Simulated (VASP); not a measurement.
Crystal: C.

```
C
1.0
     2.46729    0.00000    0.00000
    -1.23365    2.13674    0.00000
     0.00000    0.00000    7.80307
C
4
Direct
  0.00000 0.00000 0.25000
  0.00000 0.00000 0.75000
  0.33333 0.66667 0.25000
  0.66667 0.33333 0.75000
```

```yaml
Program: VASP 6.6.1
Task: relaxation of cell and atoms
Functional: PBE
Dispersion: D3(BJ)
Potentials_or_basis: VASP PAW PBE potentials, release 64 (C)
Cutoff: 600 eV
k_mesh: 12 × 12 × 4
Occupations: gaussian, width 0.02 eV
Spin: no spin polarisation
```

At the start: pressure -1.1 GPa; volume 10.28 Å³/atom.

Problem. How do energy, volume and symmetry change on relaxing?

Solution. Over 14 steps the energy falls by 15.3 meV/atom and the volume is 8.79 Å³/atom (-14.5 %); space group P6_3/mmc (No. 194, to 0.05 Å).

The path:
```csv
step,energy change (eV),largest force (eV/Å),pressure (GPa),volume (Å³)
1,0.0000,0.0000,-1.12,41.14
2,-0.0034,0.0000,0.23,40.71
3,-0.0050,0.0000,1.83,40.22
4,-0.0058,0.0000,1.83,40.17
5,-0.0082,0.0000,1.78,40.01
6,-0.0130,0.0000,1.69,39.69
7,-0.0225,0.0000,1.54,39.05
8,-0.0400,0.0000,1.27,37.77
9,-0.0608,0.0000,0.99,35.21
10,-0.0608,0.0000,1.00,34.87
11,-0.0609,0.0000,1.00,35.00
12,-0.0609,0.0000,-0.98,35.34
13,-0.0613,0.0000,0.04,35.17
14,-0.0613,0.0000,0.02,35.17
```

Final structure:
```
CELL_PARAMETERS angstrom
2.46501 0.00000 0.00000
-1.23251 2.13476 0.00000
0.00000 0.00000 6.68316
ATOMIC_POSITIONS crystal
C 0.00000 0.00000 0.25000
C 0.00000 0.00000 0.75000
C 0.33333 0.66667 0.25000
C 0.66667 0.33333 0.75000
```
